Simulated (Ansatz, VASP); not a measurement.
## Cross-check of TaO2 (1T-TaO2 monolayer) between VASP and Ansatz

Aim: how closely do two programs agree when they are given the same cell, functional and k mesh? The structure shown is the start of the Ansatz relaxation below; VASP solves that cell, so the two are compared at the walk's first step.

Calculated with Ansatz 0.2.0; plane waves, with VASP 6.6.1 beside it; single point at LDA.

**1. Starting point**

The cell holds 3 atoms: 2 O and 1 Ta. Cell: a = 3.184 Å, b = 3.184 Å, c = 35.953 Å, α = 90.0°, β = 90.0°, γ = 120.0°. Vacuum lies along c.

**2. Ansatz: relaxation, LDA**

Ansatz runs on its default PAW (the set named soft_2) files.

The two programs are compared at the cell with which this relaxation starts, whose forces are those of its first step.

Contents of input.yaml:

```yaml
crystal:
  lattice:
    - [3.18449, 0.0, 0.0]
    - [-1.592245, 2.7578492381, 0.0]
    - [0.0, 0.0, 35.9525696572]
  atoms:
    - { symbol: O, position: [0.6666666667, 0.3333333333, 0.4658915944] }
    - { symbol: Ta, position: [0.0, 0.0, 0.5], spin: 1.0 }
    - { symbol: O, position: [0.3333333333, 0.6666666667, 0.5341084056] }
  periodic: [true, true, false]
magnetization:
  spin_polarized: true
kpoints:
  mp_grid: { grid: [12, 12, 1] }
hamiltonian:
  xc: lda
scf:
  occupations: { method: fermi_dirac, width: 0.05 }
  convergence: { dr2_threshold: 1.0e-09 }
relax:
  f_tol: 0.004
  max_steps: 90
  cell: {}
output:
  write_potential: true
  write_density: true
  volumetric_format: npy
```

Launch:

```console
> ansatz run input.yaml --threads 8 --pin off --max-ram 12288MiB --backend cpu --events-out ev --progress --plain --runs-dir out
```

Numbers of over 12 decimals in the logs are rounded to 6 here.

The log of the run:

```text
Warning: relax.cell: scf.convergence.dr2_threshold = 1e-9 eV is looser than the 1.93465395373e-10 eV advised for a relaxation that steers and ends on the stress (1e-10 eV for each atom of the cell: 3, times the square of relax.cell.stress_2d_tol = 0.05 N/m over 12.5 Å (the atoms' height at the walk's start and 5 Å past either face), 4.015e-2 GPa, over a crystal's default 0.05). What an SCF threshold leaves in a stress goes as its square root, and in the free energy as the threshold itself, and one threshold admits the most on a small cell: [figures from the program's tests cut] Set scf.convergence.dr2_threshold to 1.93465395373e-10 eV or tighter. [rest of the remark cut]
Engine: ansatz 0.2.0, aarch64-unknown-linux-gnu
Pseudopotentials: kind: paw
Pseudopotential: O, paw, valence charge 6, recommended cutoff 420 eV (normal), O.paw.azcp
Pseudopotential: Ta, paw, valence charge 13, recommended cutoff 420 eV (normal), Ta.paw.azcp
Functional definition: SPW92
  exchange = slater_x
  correlation = pw_c
Crystal: 3 atoms, lattice volume = 315.748 Å³
Basis set: ecut = 420 eV, 6229 PW (Γ)
Bands: 17, of which v1, the nominal top of the filled ones, is band 13 counted from 1 (12 counted from 0)
Symmetry: 12 space group operations
Space group: P-3m1 (ITA 164), of the structure as read, at distance tolerance 6.8e-5 Å
Magnetic group: BNS 164.85 (UNI 1315), of the structure as read, at distance tolerance 6.8e-5 Å
k-points: 19 of 144
Non-local potential: O, projectors of the file, l = 0: 2, l = 1: 2, l = 2: 1
Non-local potential: Ta, projectors of the file, l = 0: 3, l = 1: 2, l = 2: 2, l = 3: 1
PAW form: soft (Blöchl's): semilocal exchange-correlation on the pseudo side does not see the compensation charge
PAW frozen core: O, regenerated for the run's functional, and the local potential with it (the file was generated under x = pbe(κ = 0.804, μ = 0.219515), c = pbe(β = 0.066725))
PAW frozen core: Ta, regenerated for the run's functional, and the local potential with it (the file was generated under x = pbe(κ = 0.804, μ = 0.219515), c = pbe(β = 0.066725))
PAW one-centre angular grid: O, 110 points (default); XC on 64 Gauss nodes
PAW one-centre angular grid: Ta, 590 points (default); XC on 64 Gauss nodes
Initial density: superposition of atomic densities (neutral atoms: chi_scale 0, normalization atom)
Starting moments: Σ|m| = 1 μB on 1 of 3 sites
Initial wavefunctions: pseudopotential atomic-orbital guess
Functional: x = slater, c = lda
SCF iter   1: F=—  HF=-10796.288386 eV  |F-HF|=—  |Δ(HF+E_count)|=         —  Δρ=2.74e-2 (↑2.74e-2 ↓2.52e-2)  dr2=1.12e1  dr2_m=4.09e-2  M=0.543 μB ∫|m|=0.560 μB  β_m=0.30  ethr=3.10e-3  ⟨swp⟩=12.0  Hψ=5251  notcnv=0
Mixer restart at iter 1: flushing history
preconditioner: auto → LDOS  [metal: Δε(μ)=0.074 eV  Ē_g=12.033 eV  σ=0.050 eV  W_gap=0.35  n_scr=20 (ndim 8)  ℏωp=8.6 eV  f_vac=0.834  D(μ)=1.13/eV (n_scr^D=8)]
spin=Collinear: LDOS preconditioning applied to the charge; magnetization (m = ρ↑ − ρ↓) channel mixes plain (no charge-response kernel on spin).
SCF iter   2: F=—  HF=-10794.542800 eV  |F-HF|=—  |Δ(HF+E_count)|=    1.75e0  Δρ=1.46e-2 (↑1.46e-2 ↓1.28e-2)  dr2=3.29e0  dr2_m=2.16e-2  M=0.502 μB ∫|m|=0.521 μB  β_m=0.46  ethr=3.10e-3  ⟨swp⟩=4.1  Hψ=1838  notcnv=0  defer=1
SCF iter   3: F=—  HF=-10793.917364 eV  |F-HF|=—  |Δ(HF+E_count)|=   6.25e-1  Δρ=3.89e-3 (↑3.89e-3 ↓3.58e-3)  dr2=6.29e-2  dr2_m=5.01e-3  M=0.402 μB ∫|m|=0.420 μB  β_m=0.60  ethr=3.10e-3  ⟨swp⟩=4.4  Hψ=1747  notcnv=0  defer=3
SCF iter   4: F=—  HF=-10793.949640 eV  |F-HF|=—  |Δ(HF+E_count)|=         —  Δρ=2.86e-3 (↑2.86e-3 ↓2.16e-3)  dr2=7.19e-3  dr2_m=1.68e-2  M=0.132 μB ∫|m|=0.141 μB  β_m=0.60  ethr=2.51e-4  ⟨swp⟩=4.2  Hψ=1851  notcnv=0
SCF iter   5: F=—  HF=-10793.946807 eV  |F-HF|=—  |Δ(HF+E_count)|=   2.83e-3  Δρ=1.31e-3 (↑1.31e-3 ↓1.28e-3)  dr2=1.31e-4  dr2_m=4.78e-3  M=0.083 μB ∫|m|=0.088 μB  β_m=0.80  ethr=2.88e-5  ⟨swp⟩=3.2  Hψ=1409  notcnv=0
SCF iter   6: F=—  HF=-10793.946289 eV  |F-HF|=—  |Δ(HF+E_count)|=   5.18e-4  Δρ=2.23e-4 (↑1.87e-4 ↓2.23e-4)  dr2=6.04e-5  dr2_m=1.07e-4  M=0.016 μB ∫|m|=0.016 μB  β_m=0.80  ethr=5.24e-7  ⟨swp⟩=4.7  Hψ=1903  notcnv=0
SCF iter   7: F=—  HF=-10793.946292 eV  |F-HF|=—  |Δ(HF+E_count)|=   2.49e-6  Δρ=5.13e-5 (↑4.10e-5 ↓5.13e-5)  dr2=3.81e-6  dr2_m=5.28e-6  M=0.004 μB ∫|m|=0.004 μB  β_m=0.90  ethr=2.42e-7  ⟨swp⟩=3.2  Hψ=1336  notcnv=0
[...]
SCF iter   6: F=-10795.121820 eV  HF=-10795.121820 eV  |F-HF|=1.80e-10  |Δ(HF+E_count)|=   4.89e-9  Δρ=2.11e-7 (↑1.90e-7 ↓2.11e-7)  dr2=1.08e-10  dr2_m=6.88e-11  M=0.000 μB ∫|m|=0.000 μB  β_m=0.88  ethr=2.85e-12  ⟨swp⟩=9.2  Hψ=5376  notcnv=0
SCF iter   7: F=-10795.121820 eV  HF=-10795.121820 eV  |F-HF|=1.27e-11  |Δ(HF+E_count)|=  2.56e-10  Δρ=6.90e-8 (↑6.90e-8 ↓6.12e-8)  dr2=4.05e-11  dr2_m=7.93e-13  M=0.000 μB ∫|m|=0.000 μB  ethr=1.00e-12  ⟨swp⟩=7.8  Hψ=4255  notcnv=0
the starting moments were not kept: the SCF closed with an absolute magnetisation of 2.1e-6 μB, where they sum to 1 μB in size (1 site). That is at most 0.1 of that sum. Measured as dr2_m measures the in/out step, that magnetisation stands 8.7e-13 eV from none, at or under the dr2_threshold of 1.0e-9 eV: it is no larger than a step whose dr2_m would equal this threshold.
SCF 8 converged in 7 iterations: F = -10795.121820 eV  dr2 = 4.05e-11
relax step   8: F+E_penalty+E_count = -10795.12181953 eV  Δ(F+E_penalty+E_count) = -2.588e-4 eV  max|allowed force component| = 6.184e-4 eV/Å  Δτ_max = 0.0006 Å  P = -0.005 N/m  Ω = 278.957 Å³  energy of the carried Pulay correction = +8.275e-4 eV  fix = [c, alpha, beta]  reactions: c -0.000 N/m  (7 SCF iters, accepted)
iter 1 solved again at ethr=2.29e-7 eV; its pass at ethr=3.10e-3 eV (dr2=5.72e-5 eV) is discarded
SCF iter   1: F=—  HF=-10795.120911 eV  |F-HF|=—  |Δ(HF+E_count)|=         —  Δρ=7.75e-6 (↑7.75e-6 ↓7.74e-6)  dr2=1.02e-7  dr2_m=1.14e-12  M=0.000 μB ∫|m|=0.000 μB  β_m=0.65  ethr=2.29e-7  ⟨swp⟩=6.8  Hψ=9444  notcnv=0
preconditioner: auto → LDOS  [metal: Δε(μ)=0.085 eV  Ē_g=12.358 eV  σ=0.050 eV  W_gap=0.40  n_scr=18 (ndim 8)  ℏωp=9.2 eV  f_vac=0.850  D(μ)=2.43/eV (n_scr^D=14)]
spin=Collinear: LDOS preconditioning applied to the charge; magnetization (m = ρ↑ − ρ↓) channel mixes plain (no charge-response kernel on spin).
SCF iter   2: F=—  HF=-10795.121041 eV  |F-HF|=—  |Δ(HF+E_count)|=   1.30e-4  Δρ=2.42e-6 (↑2.42e-6 ↓2.42e-6)  dr2=1.41e-8  dr2_m=3.21e-13  M=0.000 μB ∫|m|=0.000 μB  β_m=0.54  ethr=4.10e-10  ⟨swp⟩=4.3  Hψ=1865  notcnv=0
SCF iter   3: F=—  HF=-10795.121041 eV  |F-HF|=—  |Δ(HF+E_count)|=   5.43e-9  Δρ=1.08e-6 (↑1.08e-6 ↓1.08e-6)  dr2=2.56e-9  dr2_m=1.30e-13  M=0.000 μB ∫|m|=0.000 μB  β_m=0.72  ethr=5.64e-11  ⟨swp⟩=3.2  Hψ=1186  notcnv=0
SCF iter   4: F=-10795.121041 eV  HF=-10795.121041 eV  |F-HF|=2.24e-10  |Δ(HF+E_count)|=  5.35e-10  Δρ=1.11e-7 (↑1.09e-7 ↓1.11e-7)  dr2=1.12e-10  dr2_m=1.76e-14  M=0.000 μB ∫|m|=0.000 μB  ethr=4.00e-12  ⟨swp⟩=16.6  Hψ=6583  notcnv=0
the starting moments were not kept: the SCF closed with an absolute magnetisation of 4.0e-7 μB, where they sum to 1 μB in size (1 site). That is at most 0.1 of that sum. Measured as dr2_m measures the in/out step, that magnetisation stands 3.0e-14 eV from none, at or under the dr2_threshold of 1.0e-9 eV: it is no larger than a step whose dr2_m would equal this threshold.
SCF 9 converged in 4 iterations: F = -10795.121041 eV  dr2 = 1.12e-10
relax step   9: F+E_penalty+E_count = -10795.12104124 eV  Δ(F+E_penalty+E_count) = +7.783e-4 eV  max|allowed force component| = 7.641e-4 eV/Å  Δτ_max = 0.0000 Å  P = -0.019 N/m  Ω = 278.957 Å³  fix = [c, alpha, beta]  reactions: c -0.000 N/m  stress off target by 1.91e-2 N/m on what of the cell is left free  SCF on the basis re-selected at this cell (its energy is not comparable with the rows above)  (4 SCF iters)
basis re-selected at this cell: Δ(F+E_penalty+E_count) = +7.783e-4 eV, ΔP = -0.014 N/m vs the last step (what re-selecting the basis moved, of the pressure what is left beyond the Pulay correction that the steps carried, after the strain that the cell walked since its last selection, with what the two solves' SCF thresholds leave and, on support functions, any second-order correction that the steps lacked; it is no m [...]
WARN: The output density's exchange-correlation potential varies sharply where the density is thin. Do not read a vacuum level from v_tot or v_xc, or from such a field of the output density. On a cell that repeats whose density bears no net charge and no dipole along the vacuum's axis use v_es (v_loc + v_h of the components); under efield.dipole_correction with no amplitude use v_es + v_field, which holds any externa [...]
SCF converged after 4 iterations
Magnetization: 0.0000 μB (12.5000 up, 12.5000 down)
Absolute magnetization: 0.0000 μB (∫|ρ↑−ρ↓|, with the PAW one-centre terms)
Spin contamination: 0.0000 ħ² per cell (⟨S²⟩ above its minimum at these occupations)
Per-site moments (μB) at R_I (Å): [(3.704393364676163e-8, 0.845982), (1.4317754914605677e-7, 0.845982), (3.704393368750892e-8, 0.845982)]
Free energy (F): -10795.121041 eV
Harris-Foulkes:  -10795.121041 eV  (|F-HF|=2.24e-10)
Internal energy: -10795.101678 eV  (E = F + TS)
E sigma→0 (E₀):  -10795.111360 eV
Entropy (-TS):   -0.019363 eV (-6.454 meV/atom)
Fermi energy:    -5.358768 eV
--- Per-component energies (eV) ---
  E_band       = -646.286183
  E_kinetic    = 715.806162
  E_local      = -59223.993457  (includes V_loc(G=0)·N_el)
  E_nonlocal   = 120.046961
  E_hartree    = 29161.872378
  E_xc         = -361.477842
  E_vxc        = -390.010107  (∫ρ·V_xc dr)
  E_paw        = -8443.404382  (= ΣΔE_a)
  E_vpaw       = -191.885425  (= ΣTr[D̂ρ^β])
  E_aug_tail   = 0.005189  (compensation charges beyond the density's cutoff)
  E_ewald      = 27235.590567
  E_core_change = 0.452746  (= ΣΔE_core)
  E_smearing   = -0.019363  (= −TS)
  E_closure    = 0.000000  (closes the sum)
  Σ components = -10795.121041   (vs F -10795.121041, Δ=0.00e0)
--- Forces (eV/Å), atoms counted from 1 ---
  atom   1  O      0.00000000     0.00000000     0.00076406
  atom   2  Ta     0.00000000     0.00000000     0.00000000
  atom   3  O      0.00000000    -0.00000000    -0.00076406
  max |Σ_I F_I| component: 0.00e0 eV/Å
--- 2D stress c σ (N/m, compression-positive) ---
       -0.019126      -0.000000      -0.000000
       -0.000000      -0.019126       0.000000
       -0.000000       0.000000      -0.000000
  P = ½ c Tr σ = -0.0191 N/m
--- Band table (eV; the first three rows and the last of 38) ---
  k-point 0 ↑: bands = [... 9 lower, -10.1004, -9.4951, -9.4951, -5.2177, -5.2177, -3.5877, -2.3817, -0.4853]
  k-point 1 ↑: bands = [... 9 lower, -9.9799, -9.8568, -9.6404, -5.2586, -5.0026, -3.5724, -2.0728, -0.6970]
  k-point 2 ↑: bands = [... 9 lower, -10.8396, -9.9486, -9.6033, -5.4091, -4.4735, -3.5230, -1.4580, -0.8047]
  k-point 18 ↓: bands = [... 9 lower, -10.9068, -10.9068, -10.2301, -4.4062, -3.7975, -3.7975, 0.7829, 0.7829]
  the weakly bound empty levels are not read free of the cell's end (no_gap_told)
--- Relaxed structure (7 steps of the walk, 7 accepted, 2 SCFs on fresh bases) ---
  F+E_penalty+E_count = -10795.12104124 eV   max|allowed force component| = 7.641e-4 eV/Å   (the final SCF, on the basis selected at the relaxed cell)
  cell:  # Å, volume = 278.9572 Å³
    - [2.993219, 0, 0]
    - [-1.496609, 2.592204, 0]
    - [0, 0, 35.9525696572]
  atoms:
    - { symbol: O, position: [0.666667, 0.333333, 0.469283] }
    - { symbol: Ta, position: [0, 0, 0.5] }
    - { symbol: O, position: [0.333333, 0.666667, 0.530717] }
```

[end of part 1 of 2]

[Lines on the potential files, build, host, timing and source positions are cut from VASP's logs without a mark.]

[Logs are printed without paths, hosts, clocks, repeated set-up lines and the standing remarks that a program may print on its own settings, such as how far it seeks lower states.]

[Hosts, paths, dates, database ids (printed as entryN), source tags and the programs' standing remarks are cut or masked in the printed files.]
